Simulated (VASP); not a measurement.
Here is the system:

```yaml
crystal:
  lattice:
    - [2.94969, 0.00000, 0.00000]
    - [0.00000, 2.86120, 0.00000]
    - [0.00000, 0.00000, 2.86120]
  atoms:
    - { symbol: Ti, position: [0.00000, 0.00000, 0.00000] }
    - { symbol: Co, position: [0.50000, 0.50000, 0.50000] }
```

Calculation: r2SCAN meta-GGA, VASP's PBE PAW potentials (set 64) (plane waves; VASP 6.6.1). Numerical set-up: 480 eV cut-off, 12×12×12 Γ-centred mesh, first-order Methfessel-Paxton smearing of 0.10 eV, potentials Ti_sv Co.

Give the stress tensor in GPa (positive for a compressed cell).

```
14.23   0.00   0.00
 0.00  13.68   0.00
 0.00   0.00  13.68
```
The pressure is its mean diagonal, 13.86 GPa.

The compound is TiCo in the CsCl type structure. This cell was strained or had an atom moved on purpose. The run is not spin-polarised, so no magnetic state was tried. The electron count is odd and the run is not spin-polarised, which forces a metal.
